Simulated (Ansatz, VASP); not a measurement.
**AlNi in two plane-wave programs**

Aim: how closely do two programs agree when they are given the same cell, functional and k mesh? The cell is taken from a series of runs on this material, whose earlier steps may have relaxed, scaled, displaced or heated it; both programs get it as it stands.

Program: Ansatz 0.2.0. Level of theory: plane waves, with VASP 6.6.1 beside it; zone-centre phonons at LDA. Results are calculated unless marked as measured.

## (1) The starting structure

It takes space group P4/mmm (No. 123, tetragonal). Conventional cell: a = 2.719 Å, b = 2.719 Å, c = 3.013 Å, α = 90.00°, β = 90.00°, γ = 90.00°. Nearest to Al lie 8 Ni at 2.44 Å and 4 Al at 2.72 Å. Nearest to Ni lie 8 Al at 2.44 Å and 4 Ni at 2.72 Å. Farther neighbours are not listed.

As a file:

```
Al Ni
1.0
     2.71864    0.00000    0.00000
     0.00000    2.71864    0.00000
     0.00000    0.00000    3.01329
Al Ni
1 1
Direct
  0.00000 0.00000 0.00000
  0.50000 0.50000 0.50000
```

## (2) VASP: zone-centre phonons, LDA

Second derivatives magnify differences that forces hide, and they need a tight electronic threshold.

Lines of VASP's logs that name or quote its potential files are left out, and so is its time.

Contents of INCAR:

```
SYSTEM = AlNi
PREC = Accurate
ENCUT = 600
EDIFF = 1E-08
NELM = 120
ISMEAR = 1
SIGMA = 0.2
LREAL = .FALSE.
ALGO = Normal
GGA = PW92
NBANDS = 12
LASPH = .TRUE.
LORBIT = 11
LWAVE = .FALSE.
LCHARG = .FALSE.
ISIF = 2
IBRION = 8
GGA_COMPAT = .FALSE.
KPAR = 2
```

Contents of POSCAR:

```
AlNi
1.0
    2.7186399561      0.0000000000      0.0000000000
    0.0000000000      2.7186399561      0.0000000000
    0.0000000000      0.0000000000      3.0132949435
Al Ni
1 1
Direct
    0.0000000000      0.0000000000      0.0000000000
    0.5000000000      0.5000000000      0.5000000000
```

Contents of KPOINTS:

```
Automatic mesh
0
Gamma
16 16 16
0 0 0
```

The projector-augmented-wave data sets are Al and Ni (LDA family, release 64).

Started as:

```bash
$ mpirun -np 2 vasp_std
```

Numbers of over 12 decimals in the logs are rounded to 6 here.

The log of the run:

```text
[banner, memory and clock lines left out]
running    2 mpi-ranks, on    1 nodes
 distrk:  each k-point on    1 cores,    2 groups
 distr:  one band on    1 cores,    1 groups

 POSCAR found type information on POSCAR AlNi
 POSCAR found :  2 types and       2 ions
|                                                                             |
|               ----> ADVICE to this user running VASP <----                  |
|                                                                             |
|     You enforced a specific xc type in the INCAR file but a different       |
|     [... a line on the potential file left out ...]
|     I HOPE YOU KNOW WHAT YOU ARE DOING!                                     |
|                                                                             |

 LDA part: xc-table for (Slater(with rela. corr.)+PW92), standard interpolation
 POSCAR, INCAR and KPOINTS ok, starting setup
 FFT: planning ... GRIDC
 FFT: planning ... GRID_SOFT
 FFT: planning ... GRID
 WAVECAR not read
 entering main loop
       N       E                     dE             d eps       ncg     rms          rms(c)
DAV:   1     0.444048181367E+02    0.44405E+02   -0.62083E+03  9848   0.131E+03
DAV:   2    -0.117745910077E+02   -0.56179E+02   -0.51979E+02 10004   0.211E+02
DAV:   3    -0.136204316592E+02   -0.18458E+01   -0.18223E+01 11744   0.446E+01
DAV:   4    -0.136447234928E+02   -0.24292E-01   -0.24283E-01 10884   0.460E+00
DAV:   5    -0.136453143632E+02   -0.59087E-03   -0.59086E-03 11688   0.799E-01    0.125E+01
DAV:   6    -0.152612177023E+02   -0.16159E+01   -0.46118E+01 10860   0.112E+02    0.148E+01
DAV:   7    -0.121770818184E+02    0.30841E+01   -0.13913E+01 10988   0.673E+01    0.105E+00
DAV:   8    -0.121610634395E+02    0.16018E-01   -0.28840E-01 11784   0.628E+00    0.106E+00
DAV:   9    -0.121444306849E+02    0.16633E-01   -0.47661E-02 11852   0.330E+00    0.173E-01
DAV:  10    -0.121440714301E+02    0.35925E-03   -0.95593E-04 11780   0.443E-01    0.885E-02
DAV:  11    -0.121440709428E+02    0.48731E-06   -0.35120E-05 12664   0.648E-02    0.239E-02
DAV:  12    -0.121440700665E+02    0.87628E-06   -0.35400E-06 12696   0.301E-02    0.603E-03
DAV:  13    -0.121440698355E+02    0.23104E-06   -0.97871E-07 14260   0.117E-02    0.144E-03
DAV:  14    -0.121440698395E+02   -0.39647E-08   -0.26861E-08  9848   0.148E-03
   1 F= -.12144070E+02 E0= -.12143771E+02  d E =-.897634E-03
 Linear response reoptimize wavefunctions to high precision
DAV:   1    -0.121440698388E+02    0.64597E-09   -0.39174E-09  7948   0.102E-03
DAV:   2    -0.121440698388E+02   -0.11596E-10   -0.13040E-10  5580   0.112E-04
 Linear response DOF=           4
 Linear response progress:
  Degree of freedom:   1/  4
       N       E                     dE             d eps       ncg     rms          rms(c)
RMM:   1    -0.527002191924E-02   -0.52700E-02   -0.42546E-05 38352   0.601E-01
RMM:   2    -0.499728297312E-02    0.27274E-03   -0.12418E-04 26044   0.212E-01    0.557E-02
RMM:   3    -0.498823117868E-02    0.90518E-05   -0.80976E-05 28603   0.738E-02    0.287E-02
RMM:   4    -0.505085274654E-02   -0.62622E-04   -0.35730E-05 28416   0.464E-02    0.540E-03
RMM:   5    -0.505522987693E-02   -0.43771E-05   -0.23113E-06 29302   0.106E-02    0.198E-03
RMM:   6    -0.505560934719E-02   -0.37947E-06   -0.61555E-08 29703   0.235E-03    0.529E-04
RMM:   7    -0.505567535673E-02   -0.66010E-07    0.48085E-10 27989   0.882E-04    0.447E-04
RMM:   8    -0.505577588122E-02   -0.10052E-06   -0.18582E-09 30329   0.302E-04    0.235E-04
RMM:   9    -0.505584415329E-02   -0.68272E-07   -0.20282E-10 30486   0.106E-04    0.718E-06
RMM:  10    -0.505583779394E-02    0.63594E-08   -0.69623E-11 31187   0.329E-05    0.858E-06
 first order change of Fermi-energy   0.78029E-05
 force on displaced ion       1 direction 1 :  -6.608   0.000   0.000
 Linear response progress:
  Degree of freedom:   2/  4
       N       E                     dE             d eps       ncg     rms          rms(c)
RMM:   1    -0.732470457225E-02   -0.73247E-02    0.98001E-03 21005   0.806E-01
RMM:   2    -0.687669278720E-02    0.44801E-03    0.10744E-04 14162   0.323E-01    0.734E-02
RMM:   3    -0.685340857527E-02    0.23284E-04   -0.23014E-04 15776   0.124E-01    0.337E-02
RMM:   4    -0.693195682556E-02   -0.78548E-04   -0.71998E-05 15789   0.640E-02    0.720E-03
RMM:   5    -0.693591250443E-02   -0.39557E-05   -0.38500E-06 15949   0.146E-02    0.241E-03
RMM:   6    -0.693711449774E-02   -0.12020E-05   -0.16245E-07 15940   0.331E-03    0.830E-04
RMM:   7    -0.693701110092E-02    0.10340E-06   -0.14275E-08 15231   0.143E-03    0.641E-04
RMM:   8    -0.693680190538E-02    0.20920E-06   -0.93657E-10 16882   0.470E-04    0.235E-04
RMM:   9    -0.693710987003E-02   -0.30796E-06   -0.36844E-10 16824   0.159E-04    0.102E-05
RMM:  10    -0.693708909332E-02    0.20777E-07   -0.84627E-11 17205   0.502E-05    0.125E-05
RMM:  11    -0.693710934533E-02   -0.20252E-07   -0.63444E-11 16969   0.218E-05    0.347E-06
RMM:  12    -0.693710163403E-02    0.77113E-08   -0.12238E-10 16622   0.106E-05    0.403E-07
 first order change of Fermi-energy   0.55837E-04
 force on displaced ion       1 direction 3 :   0.000   0.000  -7.322
 Linear response progress:
  Degree of freedom:   3/  4
       N       E                     dE             d eps       ncg     rms          rms(c)
RMM:   1    -0.186061154584E+00   -0.18606E+00   -0.96070E-02 25699   0.271E+00
RMM:   2    -0.185027696482E+00    0.10335E-02   -0.18029E-03 26009   0.509E-01    0.133E-01
RMM:   3    -0.184962102332E+00    0.65594E-04   -0.13563E-04 27894   0.102E-01    0.790E-02
RMM:   4    -0.185303969000E+00   -0.34187E-03   -0.20545E-04 29890   0.113E-01    0.602E-03
RMM:   5    -0.185289622151E+00    0.14347E-04   -0.38812E-06 30571   0.210E-02    0.393E-03
RMM:   6    -0.185284146618E+00    0.54755E-05   -0.20874E-07 27686   0.589E-03    0.279E-03
RMM:   7    -0.185277084770E+00    0.70618E-05   -0.69604E-08 26702   0.372E-03    0.506E-04
RMM:   8    -0.185272598241E+00    0.44865E-05   -0.17105E-08 31714   0.112E-03    0.112E-04
RMM:   9    -0.185272191108E+00    0.40713E-06   -0.28710E-09 31735   0.353E-04    0.275E-05
RMM:  10    -0.185272312176E+00   -0.12107E-06   -0.12089E-09 32364   0.125E-04    0.183E-05
RMM:  11    -0.185272091063E+00    0.22111E-06   -0.10039E-09 32431   0.560E-05    0.366E-06
RMM:  12    -0.185272140724E+00   -0.49661E-07   -0.98793E-10 32223   0.355E-05    0.103E-06
RMM:  13    -0.185272142225E+00   -0.15013E-08   -0.90350E-10 30017   0.288E-05    0.447E-07
 first order change of Fermi-energy   0.10852E-02
 force on displaced ion       2 direction 1 :  -6.620   0.000   0.000
 Linear response progress:
  Degree of freedom:   4/  4
       N       E                     dE             d eps       ncg     rms          rms(c)
RMM:   1    -0.191282249803E+00   -0.19128E+00   -0.10474E-01 14314   0.271E+00
RMM:   2    -0.189050144647E+00    0.22321E-02   -0.18783E-03 14224   0.567E-01    0.144E-01
RMM:   3    -0.189101133147E+00   -0.50989E-04   -0.19296E-04 15420   0.117E-01    0.840E-02
RMM:   4    -0.189573997680E+00   -0.47286E-03   -0.16673E-04 16617   0.987E-02    0.765E-03
RMM:   5    -0.189569299897E+00    0.46978E-05   -0.53907E-06 16670   0.243E-02    0.530E-03
RMM:   6    -0.189567742272E+00    0.15576E-05   -0.65487E-07 14766   0.110E-02    0.242E-03
RMM:   7    -0.189561118481E+00    0.66238E-05   -0.28307E-07 17177   0.426E-03    0.669E-04
RMM:   8    -0.189557073347E+00    0.40451E-05   -0.13740E-08 17029   0.121E-03    0.164E-04
RMM:   9    -0.189556621112E+00    0.45223E-06   -0.27203E-09 17624   0.340E-04    0.522E-05
RMM:  10    -0.189556118468E+00    0.50264E-06   -0.28356E-10 17540   0.107E-04    0.170E-05
RMM:  11    -0.189556078274E+00    0.40194E-07   -0.73575E-10 16645   0.593E-05    0.225E-06
RMM:  12    -0.189556093434E+00   -0.15159E-07   -0.58317E-10 18204   0.325E-05    0.106E-06
RMM:  13    -0.189556094284E+00   -0.85071E-09   -0.55213E-10 17052   0.237E-05    0.335E-07
 first order change of Fermi-energy   0.22207E-02
 force on displaced ion       2 direction 3 :   0.000   0.000  -7.317
 Linear response finished
```

Parts of OUTCAR (step 2):

```text
ion  position               nearest neighbor table
   1  0.000  0.000  0.000-   2 2.44   2 2.44   2 2.44   2 2.44   2 2.44   2 2.44   2 2.44   2 2.44

  LATTYP: Found a simple tetragonal cell.
 ALAT       =     2.7186399561
 C/A-ratio  =     1.1083832329

 Subroutine GETGRP returns: Found 16 space group operations
 (whereof 16 operations were pure point group operations)

The static configuration has the point symmetry D_4h.

 Found    405 irreducible k-points:

   k-points           NKPTS =    405   k-points in BZ     NKDIM =    405   number of bands    NBANDS=     12

   dimension x,y,z NGX =    24 NGY =   24 NGZ =   24
   dimension x,y,z NGXF=    48 NGYF=   48 NGZF=   48

   ENCUT  =  600.0 eV  44.10 Ry    6.64 a.u.   5.43  5.43  6.02*2*pi/ulx,y,z

   NELECT =      13.0000    total number of electrons

 k-points in reciprocal lattice and weights: Automatic mesh
   0.00000000  0.00000000  0.00000000       0.000
   0.06250000  0.00000000  0.00000000       0.001
   0.12500000  0.00000000  0.00000000       0.001
   0.18750000  0.00000000  0.00000000       0.001
   0.25000000  0.00000000  0.00000000       0.001
   0.31250000  0.00000000  0.00000000       0.001
   0.37500000  0.00000000  0.00000000       0.001
   0.43750000  0.00000000  0.00000000       0.001
   0.50000000  0.00000000  0.00000000       0.000
[...]
0.50000000  0.43750000  0.50000000       0.001
   0.50000000  0.50000000  0.50000000       0.000

 average (electrostatic) potential at core
       1 -67.3439       2 -80.7331

  Total        0.9374803      0.9374803      0.0115138      0.0000000     -0.0000000      0.0000000
  in kB       67.4415717     67.4415717      0.8282903      0.0000000     -0.0000000      0.0000000
  external PRESSURE =      45.2371446 kB  Pullay stress =       0.0000000 kB

  energy-cutoff  :      600.00
  volume of cell :       22.27
      direct lattice vectors                 reciprocal lattice vectors
     2.718639956  0.000000000  0.000000000     0.367830980  0.000000000  0.000000000
     0.000000000  2.718639956  0.000000000     0.000000000  0.367830980  0.000000000
     0.000000000  0.000000000  3.013294944     0.000000000  0.000000000  0.331862635

 POSITION                                       TOTAL-FORCE (eV/Angst)
 -----------------------------------------------------------------------------------
      0.00000      0.00000      0.00000         0.000000      0.000000      0.000000
      1.35932      1.35932      1.50665         0.000000      0.000000      0.000000
 -----------------------------------------------------------------------------------
    total drift:                                0.000000      0.000000     -0.000000

 Eigenvectors and eigenvalues of the dynamical matrix
 ----------------------------------------------------

   1 f  =    9.838487 THz    61.817037 2PiTHz  328.176601 cm-1    40.688695 meV
             X         Y         Z           dx          dy          dz
      0.000000  0.000000  0.000000    -0.000000   -0.000000   -0.827771
      1.359320  1.359320  1.506647     0.000000    0.000000    0.561066

   2 f  =    9.350298 THz    58.749652 2PiTHz  311.892356 cm-1    38.669706 meV
             X         Y         Z           dx          dy          dz
      0.000000  0.000000  0.000000    -0.000000   -0.827458    0.000000
      1.359320  1.359320  1.506647     0.000000    0.561528   -0.000000

   3 f  =    9.350298 THz    58.749652 2PiTHz  311.892356 cm-1    38.669706 meV
             X         Y         Z           dx          dy          dz
      0.000000  0.000000  0.000000     0.827458   -0.000000   -0.000000
      1.359320  1.359320  1.506647    -0.561528    0.000000    0.000000

   4 f/i=    0.001503 THz     0.009442 2PiTHz    0.050127 cm-1     0.006215 meV
             X         Y         Z           dx          dy          dz
      0.000000  0.000000  0.000000     0.000000   -0.000000    0.561066
      1.359320  1.359320  1.506647     0.000000   -0.000000    0.827771

   5 f/i=    0.003790 THz     0.023814 2PiTHz    0.126424 cm-1     0.015675 meV
             X         Y         Z           dx          dy          dz
      0.000000  0.000000  0.000000    -0.192815    0.527386    0.000000
      1.359320  1.359320  1.506647    -0.284129    0.777147    0.000000

   6 f/i=    0.003790 THz     0.023814 2PiTHz    0.126424 cm-1     0.015675 meV
             X         Y         Z           dx          dy          dz
      0.000000  0.000000  0.000000    -0.527386   -0.192815   -0.000000
      1.359320  1.359320  1.506647    -0.777147   -0.284129   -0.000000

 ELASTIC MODULI CONTR FROM IONIC RELAXATION (kBar)
 Direction    XX          YY          ZZ          XY          YZ          ZX
 --------------------------------------------------------------------------------
 XX           0.0000      0.0000      0.0000      0.0000      0.0000      0.0000
 YY           0.0000      0.0000      0.0000      0.0000      0.0000      0.0000
 ZZ           0.0000      0.0000      0.0000      0.0000      0.0000      0.0000
 XY           0.0000      0.0000      0.0000      0.0000      0.0000      0.0000
 YZ           0.0000      0.0000      0.0000      0.0000      0.0000      0.0000
 ZX           0.0000      0.0000      0.0000      0.0000      0.0000      0.0000
 --------------------------------------------------------------------------------
```

(Part 1 of 2 ends here.)

[Lines on the potential files, build, host, timing and source positions are cut from VASP's logs without a mark.]

[Logs are printed without paths, hosts, clocks, repeated set-up lines and the standing remarks that a program may print on its own settings, such as how far it seeks lower states.]

[Hosts, paths, dates, database ids (printed as entryN), source tags and the programs' standing remarks are cut or masked in the printed files.]
